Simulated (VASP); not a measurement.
Input for VASP

INCAR:
```
PREC = Accurate
LASPH = .TRUE.   # aspherical one-centre terms
LMAXMIX = 4
ISMEAR = 1
NELM = 100   # most electronic steps
SIGMA = 0.1   # width (eV)
EDIFF = 1E-6
SYSTEM = Zn
ALGO = Normal
GGA = PE
ENCUT = 400   # plane-wave cut-off (eV)
LREAL = .FALSE.
LCHARG = .FALSE.
LWAVE = .FALSE.
ISIF = 2   # forces and stress, cell fixed
```

**POSCAR**
```
Zn
1
    1.3186380000    -2.3046000000     0.0000000000
    1.3186380000     2.3046000000     0.0000000000
    0.0000000000     0.0000000000     5.0577230000
Zn
2
Direct
  0.3333330000   0.6666670000   0.2500000000
  0.6906460000   0.3573120000   0.7500000000
```

File KPOINTS:
```
Automatic
0
Gamma
  14 14 7
```

POTCAR, in this order: Zn (PBE.64 set). Program: vasp_std.

Q: Write an equivalent input for Ansatz.

A: One equivalent input (not run):
Ansatz 0.2 input:
```yaml
crystal:
  lattice:
    - [1.3186380, -2.3046000, 0.0000000]
    - [1.3186380, 2.3046000, 0.0000000]
    - [0.0000000, 0.0000000, 5.0577230]
  atoms:
    - { symbol: Zn, position: [0.3333330, 0.6666670, 0.2500000] }
    - { symbol: Zn, position: [0.6906460, 0.3573120, 0.7500000] }
kpoints:
  mp_grid: { grid: [14, 14, 7] }
hamiltonian:
  xc: pbe
  pseudopotentials: { kind: paw }
scf:
  occupations: { method: methfessel_paxton, width: 0.1 }
  max_iter: 100
output: { forces: true, stress: true, eigenvalues: true }
```
Limits of the translation: each code has its own PAW files, so the cut-off isn't converted (ENCUT is set for VASP's; basis.ecutwfc is left out, and Ansatz then takes the one that its files recommend); Ansatz stops its SCF on the density residual and VASP on the energy change (EDIFF).

The compound is Zn in the hcp structure. The cell was not relaxed at this level, atoms are displaced from their ideal sites.
